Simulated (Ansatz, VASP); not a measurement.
# GaN in two plane-wave programs, part 3 of 3

One calculation is typed for both programs; each brings its own data sets. How far apart do they land? The cell is taken from a series of runs on this material, whose earlier steps may have relaxed, scaled, displaced or heated it; both programs get it as it stands.

VASP 6.6.1 and Ansatz 0.2.0.

So far: Ansatz: zone-centre phonons, LDA, pair 1; Differences; Ansatz: zone-centre phonons, LDA, pair 2; VASP: zone-centre phonons, LDA, pair 2; Side by side; Ansatz: zone-centre phonons, LDA, pair 3.

### Step 9. VASP: zone-centre phonons, LDA, pair 3

Level of this step: LDA; plane waves and PAW (N, Ga_d) (VASP).

The same cell, functional (in two slightly different forms) and mesh now go to VASP, with its own data sets.

INCAR

```
SYSTEM = GaN
PREC = Accurate
ENCUT = 600
EDIFF = 1E-08
NELM = 120
ISMEAR = 0
SIGMA = 0.01
LREAL = .FALSE.
ALGO = Normal
GGA = CA
NBANDS = 15
LORBIT = 11
LWAVE = .FALSE.
LCHARG = .FALSE.
ISIF = 2
IBRION = 8
LEPSILON = .TRUE.
LASPH = .TRUE.
GGA_COMPAT = .FALSE.
EFERMI = MIDGAP
KPAR = 2
```

POSCAR

```
GaN
1.0
    0.0000000000      2.2201522867      2.2201522867
    2.2201522867      0.0000000000      2.2201522867
    2.2201522867      2.2201522867      0.0000000000
N Ga
1 1
Direct
    0.2500000000      0.2500000000      0.2500000000
    0.0000000000      0.0000000000      0.0000000000
```

KPOINTS

```
Automatic mesh
0
Gamma
12 12 12
0 0 0
```

PAW data sets: N and Ga_d (LDA family, release 64).

Run with:

```bash
> mpirun -np 2 vasp_std
```

Numbers of over 12 decimals in the logs are rounded to 6 here.

The program printed:

```text
[... set-up lines as in an earlier step ...]
 entering main loop
       N       E                     dE             d eps       ncg     rms          rms(c)
DAV:   1     0.951314230954E+02    0.95131E+02   -0.10212E+04  2302   0.235E+03
DAV:   2    -0.892189860147E+01   -0.10405E+03   -0.96436E+02  2419   0.381E+02
DAV:   3    -0.159588728002E+02   -0.70370E+01   -0.69976E+01  2552   0.809E+01
DAV:   4    -0.160400737070E+02   -0.81201E-01   -0.81187E-01  2598   0.919E+00
[...]
DAV:  12    -0.139409936216E+02   -0.19751E-05   -0.17707E-05  2489   0.484E-02    0.216E-03
DAV:  13    -0.139409936133E+02    0.82891E-08   -0.55297E-07  3347   0.149E-02    0.494E-04
DAV:  14    -0.139409936150E+02   -0.16603E-08   -0.28672E-08  2407   0.167E-03
   1 F= -.13940994E+02 E0= -.13940994E+02  d E =0.000000E+00
 Linear response reoptimize wavefunctions to high precision
DAV:   1    -0.139409936148E+02    0.18872E-09   -0.24706E-09  2031   0.602E-04
DAV:   2    -0.139409936148E+02   -0.77307E-11   -0.50215E-10  1472   0.207E-04
 Linear response G [H, r] |phi>, progress :
  Direction:   1
[...]
RMM:  11    -0.229758785949E+00    0.36535E-08   -0.38878E-09 16755   0.525E-05    0.406E-07
 first order change of Fermi-energy  -0.64696E+00
 force on displaced ion       1 direction 1 : -13.736  -0.000  -0.000
 Born effective charge ion    1 direction 1 :  -2.620   0.000   0.000
 Linear response progress:
  Degree of freedom:   2/  2
       N       E                     dE             d eps       ncg     rms          rms(c)
RMM:   1    -0.163263299162E+00   -0.16326E+00    0.28096E-01 10693   0.928E+00
RMM:   2    -0.161102757755E+00    0.21605E-02   -0.35122E-02 16252   0.168E+00    0.564E-02
RMM:   3    -0.161274600306E+00   -0.17184E-03   -0.25448E-03 16531   0.402E-01    0.341E-02
RMM:   4    -0.160904356498E+00    0.37024E-03   -0.15799E-04 17271   0.111E-01    0.361E-03
[...]
RMM:  11    -0.160910025876E+00   -0.30525E-07   -0.55421E-08 18122   0.106E-04    0.589E-07
RMM:  12    -0.160910008939E+00    0.16937E-07    0.15664E-07 17486   0.711E-05    0.365E-07
RMM:  13    -0.160910013924E+00   -0.49846E-08    0.84984E-08 14708   0.569E-05    0.180E-07
 first order change of Fermi-energy   0.64727E+00
 force on displaced ion       2 direction 1 : -13.730   0.000   0.000
 Born effective charge ion    2 direction 1 :   2.619   0.000   0.000
 Born effective charges drift removed
 Linear response finished
```

Parts of OUTCAR (step 9):

```text
  Total        0.4302221      0.4302221      0.4302221     -0.0000000     -0.0000000      0.0000000
  in kB       31.4937956     31.4937956     31.4937956     -0.0000000     -0.0000000      0.0000000
  external PRESSURE =      31.4937956 kB  Pullay stress =       0.0000000 kB

 POSITION                                       TOTAL-FORCE (eV/Angst)
 -----------------------------------------------------------------------------------
      1.11008      1.11008      1.11008         0.000000     -0.000000     -0.000000
      0.00000      0.00000      0.00000        -0.000000      0.000000      0.000000
 -----------------------------------------------------------------------------------
    total drift:                               -0.000000     -0.000000     -0.000000

 MACROSCOPIC STATIC DIELECTRIC TENSOR (including local field effects in DFT)
 ------------------------------------------------------
           5.662752    -0.000000     0.000000
           0.000000     5.662752     0.000000
          -0.000000     0.000000     5.662752
 ------------------------------------------------------

 MACROSCOPIC STATIC DIELECTRIC TENSOR IONIC CONTRIBUTION
 ------------------------------------------------------
           4.130821    -0.000000    -0.000000
          -0.000000     4.130821    -0.000000
          -0.000000    -0.000000     4.130821
 ------------------------------------------------------

[... 1 part as in an earlier step ...]

[... 1 further part left out ...]
```

### Step 10. Side by side

The two programs side by side:

```tsv
quantity	Ansatz	VASP	difference
ε∞ xx	5.71	5.66	+0.75 %
ε∞ yy	5.71	5.66	+0.75 %
ε∞ zz	5.71	5.66	+0.75 %
Born charge of N1 (mean of the diagonal) (e)	-2.63	-2.62	-0.01
Born charge of Ga2 (mean of the diagonal) (e)	2.63	2.62	+0.01
optical mode 1 to 3 (cm⁻¹)	560.9	566.0	-0.90 %
```

Modes are paired by rising frequency, not by their patterns, so a pair may set unlike modes beside each other; they are those without the splitting of longitudinal modes.

### Step 11. Outcome

```json
{
  "r.m.s. difference of the optical zone-centre modes, each program's sorted by frequency (zone-centre phonons, LDA, pair 1)": "5.0 cm⁻¹",
  "difference in ε∞ xx (zone-centre phonons, LDA, pair 1)": "+0.9 %",
  "r.m.s. difference of the optical zone-centre modes, each program's sorted by frequency (zone-centre phonons, LDA, pair 2)": "5.1 cm⁻¹",
  "difference in optical mode 1 to 3 (zone-centre phonons, LDA, pair 2)": "-0.9 %",
  "r.m.s. difference of the optical zone-centre modes, each program's sorted by frequency (zone-centre phonons, LDA, pair 3)": "5.1 cm⁻¹",
  "difference in optical mode 1 to 3 (zone-centre phonons, LDA, pair 3)": "-0.9 %"
}
```

**Reading.** The r.m.s. difference of the optical zone-centre modes, each program's sorted by frequency is 5.0 cm⁻¹ (zone-centre phonons, LDA, pair 1). Among the rows given in per cent, the largest difference of the zone-centre phonons, LDA, pair 1 pair is in ε∞ xx, +0.9 %. Among the rows given in per cent, the largest difference of the zone-centre phonons, LDA, pair 2 pair is in optical mode 1 to 3, -0.9 %. Among the rows given in per cent, the largest difference of the zone-centre phonons, LDA, pair 3 pair is in optical mode 1 to 3, -0.9 %. How closely two codes agree says nothing of how well the functional describes the real material.

[Lines on the potential files, build, host, timing and source positions are cut from VASP's logs without a mark.]

[Logs are printed without paths, hosts, clocks, repeated set-up lines and the standing remarks that a program may print on its own settings, such as how far it seeks lower states.]

[Hosts, paths, dates, database ids (printed as entryN), source tags and the programs' standing remarks are cut or masked in the printed files.]
